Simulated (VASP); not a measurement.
Given:

```xyz
5
Lattice="4.0018 0.0000 0.0000 -2.0009 3.4656 0.0000 0.0000 0.0000 6.4928" Properties=species:S:1:pos:R:3 pbc="T T T"
Mg     2.0009     1.1552     4.1124
Mg     0.0000     2.3104     6.4550
Zn     0.0000     0.0000     2.3500
P      0.0000     0.0000     4.9997
P      2.0009     1.1552     1.5612
```

Computed with PBEsol GGA, VASP's PBE PAW potentials (set 64) (plane waves; VASP). Numerical set-up: 400 eV cut-off, Gaussian smearing of 0.050 eV, potentials Mg Zn P.

Q: Predict the band gap (along the path) with the smallest direct gap where there is one.

A: 
```
Property                                Value
------------------------------------  -------
band gap (along the path)             0.96 eV
smallest direct gap (along the path)  1.30 eV
```

Only differences to runs with the same potentials and settings are physical.

The structure comes from a computed database's Mg2ZnP2 entry (P3m1); how it stands against other phases isn't given here. It was relaxed first.
